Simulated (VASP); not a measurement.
The input files of a VASP run:

**INCAR**
```
# general
SYSTEM  = Sn
PREC    = Accurate
ENCUT   = 520
LREAL   = .FALSE.
LASPH   = .TRUE.

# electronic loop
EDIFF   = 1E-7
NELM    = 100
ALGO    = Normal
LMAXMIX = 4

# smearing
ISMEAR  = 1
SIGMA   = 0.1

# functional
GGA     = PS

# ions
IBRION  = 2
NSW     = 30
ISIF    = 4
EDIFFG  = -0.01

# output
LWAVE   = .FALSE.
LCHARG  = .FALSE.
```

POSCAR:
```
Sn
1
   -2.8840977546     2.8840977546     1.5639331980
    2.8840977546    -2.8840977546     1.5639331980
    2.8840977546     2.8840977546    -1.5639331980
Sn
2
Direct
  0.2500000000   0.7500000000   0.5000000000
  0.0000000000   0.0000000000   0.0000000000
```

**KPOINTS**
```
Automatic
0
gamma
 13 13 13
0 0 0
```

POTCAR, in this order: Sn_d (PBE.64 set). Program: vasp_std.

Task: Translate this PBEsol calculation to Quantum ESPRESSO's pw.x.

Result: One equivalent input (not run):
```
&CONTROL
  calculation = 'vc-relax'
  pseudo_dir = './pseudo'
  outdir = './out'
  tprnfor = .true.
  tstress = .true.
  nstep = 30
  forc_conv_thr = 0.00039
/
&SYSTEM
  ibrav = 0
  nat = 2
  ntyp = 1
  ecutwfc = 72
  occupations = 'smearing'
  smearing = 'methfessel-paxton'
  degauss = 0.00735
  input_dft = 'pbesol'
/
&ELECTRONS
  conv_thr = 7.3e-09
  electron_maxstep = 100
/
&IONS
/
&CELL
  cell_dofree = 'shape'
/
ATOMIC_SPECIES
  Sn 118.710 Sn.upf
CELL_PARAMETERS angstrom
    -2.8840978    2.8840978    1.5639332
     2.8840978   -2.8840978    1.5639332
     2.8840978    2.8840978   -1.5639332
ATOMIC_POSITIONS crystal
  Sn   0.2500000  0.7500000  0.5000000
  Sn   0.0000000  0.0000000  0.0000000
K_POINTS automatic
  13 13 13 0 0 0
```
Limits of the translation: the potentials are each code's own (VASP's PAW set, PseudoDojo norm-conserving files in pw.x), so ENCUT and ecutwfc are chosen apart and not converted; conv_thr bounds pw.x's estimated SCF error, while EDIFF bounds the energy change between steps; forc_conv_thr acts on force components and is met together with etot_conv_thr.

The compound is Sn in the beta structure. This cell is one point of a volume scan, at 0.97 of the reference volume.
